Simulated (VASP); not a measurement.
# Sb2Te3O2 (P-4m2) in VASP: notebook

One crystal, Sb2Te3O2, is run at these levels: PBE; tasks: relaxation of cell and atoms.

Program: VASP 6.6.1. These are calculated values, not measurements. Logs are shortened: lines on timing, memory, paths and dates and some standing lists are left out, and cuts for length are marked.

## 1. The crystal as given

Symmetry: P-4m2, No. 115, tetragonal system. The conventional cell has a = 4.000 Å, b = 4.000 Å, c = 10.850 Å, α = 90.00°, β = 90.00°, γ = 90.00°. Sb (site symmetry 2mm) is surrounded by 4 O at 2.36 Å. Around Te (site symmetry 2mm) lie 2 Te at 2.92 Å. Te (site symmetry -4m2) is surrounded by 4 Te at 2.92 Å. Around O (site symmetry -4m2) lie 4 Sb at 2.36 Å. O (site symmetry -4m2) has 4 Sb at 2.36 Å as nearest neighbours.

The cell was built by a generator and needn't be a form met in nature.

## 2. Relaxation of cell and atoms, PBE

Contents of INCAR:

```
SYSTEM = Sb2Te3O2
PREC = Normal
ENCUT = 520
EDIFF = 1E-4
ISMEAR = 0
SIGMA = 0.15
LREAL = .False.
LASPH = .True.
NELM = 60
ALGO = Fast
ISIF = 3
LWAVE = .False.
LCHARG = .False.
GGA = PE
IBRION = 2
NSW = 24
EDIFFG = -0.08
```

Contents of KPOINTS:

```
regular mesh
0
Gamma
  4 4 2
  0 0 0
```

Contents of POSCAR:

```
Sb2Te3O2
1.0
    4.0000000000      0.0000000000      0.0000000000
    0.0000000000      4.0000000000      0.0000000000
    0.0000000000      0.0000000000     10.8500000000
Sb Te O
2 3 2
Direct
    0.5000000000      0.0000000000      0.8850000000
    0.0000000000      0.5000000000      0.1150000000
    0.5000000000      0.0000000000      0.3040000000
    0.0000000000      0.0000000000      0.5000000000
    0.0000000000      0.5000000000      0.6960000000
    0.0000000000      0.0000000000      0.0000000000
    0.5000000000      0.5000000000      0.0000000000
```

Potentials or basis: VASP PAW PBE potentials, release 64 (Sb, Te, O).

On the command line:

```console
> cat potpaw_PBE.64/Sb/POTCAR potpaw_PBE.64/Te/POTCAR potpaw_PBE.64/O/POTCAR > POTCAR
> mpirun -np 1 vasp_std > vasp.out
```

OUTCAR:

```text
SYSTEM = Sb2Te3O2
   PREC = Normal
   ENCUT = 520
   EDIFF = 1E-4
   ISMEAR = 0
   LREAL = .False.
   LASPH = .True.
   NELM = 60
   ISIF = 3
   GGA = PE
   IBRION = 2
   NSW = 24
   EDIFFG = -0.08

 ion  position               nearest neighbor table
   1  0.500  0.000  0.885-   6 2.36   7 2.36   7 2.36   6 2.36   5 3.49   5 3.49   5 3.49   5 3.49
                             2 3.77   2 3.77   2 3.77   2 3.77
   2  0.000  0.500  0.115-   6 2.36   7 2.36   6 2.36   7 2.36   3 3.49   3 3.49   3 3.49   3 3.49
                             1 3.77   1 3.77   1 3.77   1 3.77
   3  0.500  0.000  0.304-   4 2.92   4 2.92   2 3.49   2 3.49   2 3.49   2 3.49
   4  0.000  0.000  0.500-   3 2.92   5 2.92   5 2.92   3 2.92
   5  0.000  0.500  0.696-   4 2.92   4 2.92   1 3.49   1 3.49   1 3.49   1 3.49
   6  0.000  0.000  0.000-   1 2.36   2 2.36   2 2.36   1 2.36
   7  0.500  0.500  0.000-   1 2.36   2 2.36   1 2.36   2 2.36

  LATTYP: Found a simple tetragonal cell.
 ALAT       =     4.0000000000
 C/A-ratio  =     2.7125000000

  Lattice vectors:

 A1 = (   4.0000000000,   0.0000000000,   0.0000000000)
 A2 = (   0.0000000000,   4.0000000000,   0.0000000000)
 A3 = (   0.0000000000,   0.0000000000,  10.8500000000)

Analysis of symmetry for initial positions (statically):
=====================================================================
 Subroutine PRICEL returns:
 Original cell was already a primitive cell.

 Routine SETGRP: Setting up the symmetry group for a
 simple tetragonal supercell.

 Subroutine GETGRP returns: Found  8 space group operations
 (whereof  8 operations were pure point group operations)
 out of a pool of 16 trial point group operations.

The static configuration has the point symmetry D_2d.

Analysis of symmetry for dynamics (positions and initial velocities):
=====================================================================
 Subroutine PRICEL returns:
 Original cell was already a primitive cell.

 Routine SETGRP: Setting up the symmetry group for a
 simple tetragonal supercell.

 Subroutine GETGRP returns: Found  8 space group operations
 (whereof  8 operations were pure point group operations)
 out of a pool of 16 trial point group operations.

The dynamic configuration has the point symmetry D_2d.

 Subroutine INISYM returns: Found  8 space group operations
 (whereof  8 operations are pure point group operations),
 and found     1 'primitive' translations

----------------------------------------------------------------------------------------

                                     Primitive cell

[... 93 lines left out ...]
   ISIF   =      3    stress and relaxation
   ISYM   =      2    0-nonsym 1-usesym 2-fastsym
   POTIM  = 0.5000    time-step for ionic-motion
   TEBEG  =    0.0;   TEEND  =   0.0 temperature during run
   PSTRESS=    0.0 pullay stress
   NELECT =      40.0000    total number of electrons
   NUPDOWN=      -1.0000    fix difference up-down
   EMIN   =  10.00;   EMAX   =-10.00  energy-range for DOS
   EFERMI =   0.00;   METHOD = LEGACY
   ISMEAR =     0;   SIGMA  =   0.15  broadening in eV -4-tet -1-fermi 0-gaus
   EFERMI_NEDOS =   21; number of points for ismear=-14 and -15
   IALGO  =     68    algorithm
   IMIX   =      4    mixing-type and parameters
     AMIX     =   0.40;   BMIX     =  1.00
     AMIX_MAG =   1.60;   BMIX_MAG =  1.00
  volume/ion in A,a.u.               =      24.80       167.36
  Fermi-wavevector in a.u.,A,eV,Ry     =   1.003641  1.896606 13.705075  1.007295
  Thomas-Fermi vector in A             =   2.136205
   LORBIT       =      0    0 simple, 1 ext, 2 COOP (PROOUT), +10 PAW based schemes
   GGA     = PE    functional components
   LHFCALC =     F    Hartree Fock is set to
   AEXX    =    0.0000 exact exchange contribution
   IVDW    =     0    specifies the selected vdW correction
   LEPSILON=     F    determine dielectric tensor
   LRPA    =     F    only Hartree local field effects (RPA)
 conjugate gradient relaxation of ions
 non-spin polarized calculation
 RMM-DIIS sequential band-by-band and
 Gauss-broadening in eV      SIGMA  =   0.15
  energy-cutoff  :      520.00
  volume of cell :      173.60
 maximum number of plane-waves:      4736
   NGX = 15   NGY = 15   NGZ = 41

--------------------------------------- Ionic step        1  -------------------------------------------

 number of electron      39.9999974 magnetization

 Free energy of the ion-electron system (eV)
  ---------------------------------------------------
  ext. energy  EPLUGINS =         0.00000000
  ---------------------------------------------------
  free energy    TOTEN  =       -30.05548468 eV

  energy without entropy =      -30.00265068  energy(sigma->0) =      -30.02906768

------------------------ aborting loop because EDIFF is reached ----------------------------------------

  FORCE on cell =-STRESS in cart. coord.  units (eV):
  Direction    XX          YY          ZZ          XY          YZ          ZX
  --------------------------------------------------------------------------------------
  -------------------------------------------------------------------------------------
  Total       -2.3147781     -2.3147781      0.5492801      0.0000000      0.0000000      0.0000000
  in kB      -21.3633927    -21.3633927      5.0693788      0.0000000      0.0000000      0.0000000
  external PRESSURE =     -12.5524689 kB  Pullay stress =       0.0000000 kB
[... 104 lines left out ...]
  FREE ENERGIE OF THE ION-ELECTRON SYSTEM (eV)
  ---------------------------------------------------
  free  energy   TOTEN  =       -30.3521484732 eV

  energy  without entropy=      -30.2980050283  energy(sigma->0) =      -30.32507675

[... ionic steps 4 to 8 ...]

--------------------------------------- Ionic step        9  -------------------------------------------

 number of electron      40.0000033 magnetization

------------------------ aborting loop because EDIFF is reached ----------------------------------------
[... 77 lines left out ...]
--------------------------------------- Ionic step       11  -------------------------------------------

 number of electron      40.0000048 magnetization

 Free energy of the ion-electron system (eV)
  ---------------------------------------------------
  ext. energy  EPLUGINS =         0.00000000
  ---------------------------------------------------
  free energy    TOTEN  =       -30.54362104 eV

  energy without entropy =      -30.49280089  energy(sigma->0) =      -30.51821097

 E-fermi :   6.8832     XC(G=0):  -9.7586

 val. band max:        6.8308953866   @ k =   0.2500   0.0000   0.5000
 cond. band min:       6.8995535143   @ k =   0.5000   0.5000   0.0000
 fundamental gap:      0.0686581277
 Fermi energy:         6.8832469539

 k-point     1 :       0.0000    0.0000    0.0000
  band No.  band energies     occupation
      1     -13.6558      2.00000
      2     -11.4998      2.00000
      3      -5.8971      2.00000
      4      -5.4399      2.00000
      5      -3.6243      2.00000
      6      -2.8626      2.00000
[... 347 lines left out ...]
  FREE ENERGIE OF THE ION-ELECTRON SYSTEM (eV)
  ---------------------------------------------------
  free  energy   TOTEN  =       -30.5436210431 eV

  energy  without entropy=      -30.4928008903  energy(sigma->0) =      -30.51821097

 reached required accuracy - stopping structural energy minimisation
```

Wall time 2.2 min (1 thread of Intel Xeon Platinum 8488C (Sapphire Rapids), shared host); peak memory 0.22 GiB.

What came out:

* Free energy: -30.5436 eV
* Relaxed volume: 23.65 Å³/atom
* Relaxed cell: a = 3.826 Å, b = 3.826 Å, c = 11.310 Å, α = 90.00°, β = 90.00°, γ = 90.00°
* Space group after relaxing (to 0.05 Å): P-4m2 (No. 115)
* Energy gained by relaxing: 69.7 meV/atom
* Ionic steps: 11
* Pressure after relaxing: 0.0 GPa
* Largest force after relaxing: 0.038 eV/Å
* Band gap on the k mesh: none (metal or under the smearing width)

Forces in eV/Å, atoms in the order of the input:
```
Sb   0.000  0.000  0.015
Sb   0.000  0.000 -0.015
Te   0.000  0.000 -0.038
Te   0.000  0.000  0.000
Te   0.000  0.000  0.038
O    0.000  0.000  0.000
O    0.000  0.000  0.000
```

The path:
```
step  energy change (eV)  largest force (eV/Å)  pressure (GPa)  volume (Å³)
   1              0.0000                1.2334           -1.26       173.60
   2             -0.2160                0.9932            0.33       168.74
   3             -0.2967                0.9397            3.27       162.18
   4             -0.3965                0.9156            2.31       163.56
   5             -0.4369                0.8877            1.47       164.86
   6             -0.4391                0.8752            1.33       165.22
   7             -0.4726                0.4442            0.14       167.06
   8             -0.4770                0.0865           -0.84       168.69
   9             -0.4781                0.1955           -0.69       168.23
  10             -0.4838                0.1201           -0.48       167.31
  11             -0.4881                0.0379           -0.04       165.55
```

Final structure:
```xyz
7
Lattice="3.8260 0.0000 0.0000 0.0000 3.8260 0.0000 0.0000 0.0000 11.3096" Properties=species:S:1:pos:R:3 pbc="T T T"
Sb    1.9130    0.0000   10.0569
Sb    0.0000    1.9130    1.2527
Te    1.9130    0.0000    3.2045
Te    0.0000    0.0000    5.6548
Te    0.0000    1.9130    8.1051
O     0.0000    0.0000    0.0000
O     1.9130    1.9130    0.0000
```

Levels at points of the mesh, in eV from the Fermi level:
```tsv
k point	band 17	band 18	band 19	band 20	band 21	band 22
(0.00, 0.00, 0.00)	-0.92	-0.92	-0.77	0.38	0.80	0.80
(0.50, 0.00, 0.00)	-1.41	-0.83	-0.42	0.30	0.92	1.25
(0.50, 0.50, 0.00)	-2.83	-2.83	-2.80	-0.25	-0.25	0.02
(0.00, 0.00, 0.50)	-1.22	-0.62	-0.62	0.40	0.40	0.49
(0.50, 0.00, 0.50)	-1.15	-0.83	-0.31	0.30	0.86	1.28
(0.50, 0.50, 0.50)	-2.83	-2.83	-2.61	-1.17	-0.06	-0.06
```

Caveat: the k mesh is coarse (spacing up to 0.39 Å⁻¹), so the values aren't converged; the relaxation stopped at a loose force limit of 0.08 eV/Å, so its end isn't a converged minimum. The run has no spin-orbit coupling, so splittings on Sb, Te are missing.

## 3. Relaxation of cell and atoms, PBE

This run uses another cell than the first one, of 26.94 Å³/atom, 1.086 times its volume.

INCAR is that of step 2.

Contents of KPOINTS:

```
regular mesh
0
Gamma
  4 4 4
  0 0 0
```

Contents of POSCAR:

```
Sb2Te3O2
1.0
    2.1300000000      1.2297560700     12.0000000000
   -2.1300000000      1.2297560700     12.0000000000
    0.0000000000     -2.4595121500     12.0000000000
Sb Te O
2 3 2
Direct
    0.3890000000      0.3890000000      0.3890000000
    0.6110000000      0.6110000000      0.6110000000
    0.2300000000      0.2300000000      0.2300000000
    0.7700000000      0.7700000000      0.7700000000
    0.0000000000      0.0000000000      0.0000000000
    0.4830000000      0.4830000000      0.4830000000
    0.5170000000      0.5170000000      0.5170000000
```

Potentials or basis: VASP PAW PBE potentials, release 64 (Sb, Te, O).

On the command line:

```console
> cat potpaw_PBE.64/Sb/POTCAR potpaw_PBE.64/Te/POTCAR potpaw_PBE.64/O/POTCAR > POTCAR
> mpirun -np 1 vasp_std > vasp.out
```

It took 27 min on 1 thread of Intel Xeon Platinum 8488C (Sapphire Rapids), shared host; peak memory 0.78 GiB.

The run converged. Its results:

```
Free energy                            : -27.7127 eV
Relaxed volume                         : 27.63 Å³/atom
Relaxed cell                           : a = 12.523 Å, b = 12.523 Å, c = 12.523 Å, α = 19.61°, β = 19.61°, γ = 19.61°
Space group after relaxing (to 0.05 Å) : R-3m (No. 166)
Energy gained by relaxing              : 20.3 meV/atom
Ionic steps                            : 20
Pressure after relaxing                : 0.0 GPa
Largest force after relaxing           : 0.065 eV/Å
Band gap on the k mesh                 : none (metal or under the smearing width)
```

Forces in eV/Å, atoms in the order of the input:
```
Sb   0.000  0.000 -0.065
Sb   0.000  0.000  0.065
Te   0.000  0.000  0.025
Te   0.000  0.000 -0.025
Te   0.000  0.000  0.000
O    0.000  0.000  0.060
O    0.000  0.000 -0.060
```

Step by step:
| step | energy change (eV) | largest force (eV/Å) | pressure (GPa) | volume (Å³) |
| --- | --- | --- | --- | --- |
| 1 | 0.0000 | 3.7220 | 2.37 | 188.60 |
| 2 | 1.1306 | 4.1257 | -4.94 | 199.58 |
| 3 | 0.1120 | 3.2138 | -2.19 | 193.45 |
| 4 | -0.1014 | 1.3816 | -0.58 | 191.18 |
| 5 | -0.1273 | 0.1303 | 0.51 | 190.06 |
| 6 | -0.1280 | 0.1182 | 0.29 | 190.23 |
| 7 | -0.1281 | 0.1079 | 0.51 | 190.20 |
| 8 | -0.1315 | 0.1513 | -0.01 | 192.06 |
| 9 | -0.1317 | 0.1663 | -0.16 | 192.73 |
| 10 | -0.1346 | 0.1813 | 0.15 | 192.99 |
| 11 | -0.1351 | 0.4302 | 0.26 | 193.23 |
| 12 | -0.1356 | 0.4126 | 0.10 | 193.31 |
| 13 | -0.1370 | 0.3913 | 0.20 | 193.56 |
| 14 | -0.1388 | 0.3161 | 0.08 | 194.06 |
| 15 | -0.1387 | 0.2041 | -0.02 | 195.05 |
| 16 | -0.1394 | 0.2338 | -0.06 | 194.58 |
| 17 | -0.1402 | 0.1539 | -0.20 | 194.51 |
| 18 | -0.1408 | 0.1254 | -0.22 | 194.34 |
| 19 | -0.1414 | 0.1125 | -0.18 | 194.10 |
| 20 | -0.1424 | 0.0653 | -0.04 | 193.38 |

Final structure:
```xyz
7
Lattice="2.1322 1.2310 12.2789 -2.1322 1.2310 12.2789 0.0000 -2.4621 12.2789" Properties=species:S:1:pos:R:3 pbc="T T T"
Sb    0.0000    0.0000   14.3148
Sb    0.0000    0.0000   22.5219
Te    0.0000    0.0000    8.5209
Te    0.0000    0.0000   28.3159
Te    0.0000    0.0000    0.0000
O     0.0000    0.0000   17.7731
O     0.0000    0.0000   19.0637
```

Levels at points of the mesh, in eV from the Fermi level:
```
           k point  band 17  band 18  band 19  band 20  band 21  band 22  band 23  band 24
(0.00, 0.00, 0.00)    -0.87    -0.87    -0.19    -0.15    -0.15     0.82     1.00     1.00
(0.50, 0.00, 0.00)    -1.61    -1.48    -1.28     0.06     0.45     1.02     1.69     1.84
(0.50, 0.50, 0.00)    -1.48    -1.10    -0.84    -0.34    -0.18     1.37     1.79     1.97
(0.50, 0.50, 0.50)    -1.04    -0.87    -0.25    -0.04    -0.04     0.71     0.97     0.97
```

Caveat: the k mesh is coarse (spacing up to 0.43 Å⁻¹), so the values aren't converged; the standard files for N, O and F lose accuracy on very short bonds; the relaxation stopped at a loose force limit of 0.08 eV/Å, so its end isn't a converged minimum.
